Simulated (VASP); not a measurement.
Computed with LDA (Ceperley-Alder, Perdew-Zunger), VASP's LDA PAW potentials (set 64) (plane waves; VASP).

The input files of a VASP run:

**INCAR**
```
SYSTEM = Re
PREC = Accurate; ENCUT = 500; LREAL = .FALSE.
LASPH = .TRUE.
EDIFF = 1E-6; NELM = 100; ALGO = Normal
LMAXMIX = 6
ISMEAR = 1; SIGMA = 0.1
IBRION = 2; NSW = 40; ISIF = 3
EDIFFG = -0.02; PSTRESS = 450
LWAVE = .FALSE.; LCHARG = .FALSE.
```

### POSCAR
```
Re
1
    1.3305984884    -2.3046640505     0.0000000000
    1.3305984884     2.3046640505    -0.0000000000
    0.0000000000     0.0000000000     4.2884694822
Re
2
Direct
  0.3333330000   0.6666670000   0.2500000000
  0.6666670000   0.3333330000   0.7500000000
```

### KPOINTS
```
Regular mesh
0
G
  16 16 9
```

POTCAR, in this order: Re (LDA.64 set). Program: vasp_std.

The resulting files:

OSZICAR:
```
       N       E                     dE             d eps       ncg     rms          rms(c)
DAV:   1     0.994003301873E+02    0.99400E+02   -0.62025E+03  3813   0.130E+03
DAV:   2    -0.203095919983E+02   -0.11971E+03   -0.10825E+03  5177   0.485E+02
DAV:   3    -0.281911946471E+02   -0.78816E+01   -0.68421E+01  5452   0.159E+02
DAV:   4    -0.284975658053E+02   -0.30637E+00   -0.27606E+00  5713   0.220E+01
DAV:   5    -0.285041660839E+02   -0.66003E-02   -0.64294E-02  5531   0.234E+00    0.524E+01
DAV:   6    -0.275721152906E+02    0.93205E+00   -0.69706E-01  5668   0.148E+01    0.251E+01
DAV:   7    -0.272157004044E+02    0.35641E+00   -0.62620E-01  5767   0.133E+01    0.614E-01
DAV:   8    -0.272090491935E+02    0.66512E-02   -0.58093E-03  5283   0.940E-01    0.208E-01
DAV:   9    -0.272078032890E+02    0.12459E-02   -0.99619E-04  5209   0.368E-01    0.345E-02
DAV:  10    -0.272078143622E+02   -0.11073E-04   -0.47856E-05  5471   0.923E-02    0.304E-02
DAV:  11    -0.272078136313E+02    0.73095E-06   -0.61818E-07  2861   0.192E-02
   1 F= -.19820460E+02 E0= -.19820276E+02  d E =-.198205E+02
```

**OUTCAR**
```
------------------------ aborting loop because EDIFF is reached ----------------------------------------
  FORCE on cell =-STRESS in cart. coord.  units (eV):
  Direction    XX          YY          ZZ          XY          YZ          ZX
  --------------------------------------------------------------------------------------
  Total        7.4041471      7.4041463      7.3877694      0.0000000     -0.0000000      0.0000000
  in kB      451.0229595    451.0229063    450.0253109      0.0000000     -0.0000000      0.0000000
  external PRESSURE =       0.6903923 kB  Pullay stress =     450.0000000 kB
  volume of cell :       26.30
      direct lattice vectors                 reciprocal lattice vectors
     1.330598488 -2.304664051  0.000000000     0.375770756 -0.216951360  0.000000000
     1.330598488  2.304664051  0.000000000     0.375770756  0.216951360  0.000000000
     0.000000000  0.000000000  4.288469482     0.000000000  0.000000000  0.233183425
 POSITION                                       TOTAL-FORCE (eV/Angst)
 -----------------------------------------------------------------------------------
      1.33060      0.76822      1.07212         0.000000     -0.000000      0.000000
      1.33060     -0.76822      3.21635        -0.000000      0.000000      0.000000
 -----------------------------------------------------------------------------------
    total drift:                               -0.000000      0.000001     -0.000016
  FREE ENERGIE OF THE ION-ELECTRON SYSTEM (eV)
  ---------------------------------------------------
  free  energy   TOTEN  =       -27.2078136313 eV

  energy  without entropy=      -27.2072617752  energy(sigma->0) =      -27.20762968
  enthalpy is  TOTEN    =       -19.8204597442 eV   P V=        7.3873538870

 reached required accuracy - stopping structural energy minimisation
```
(Selected blocks of OUTCAR.)

The compound is Re in the hcp structure. It was relaxed first under an external pressure of 45 GPa.
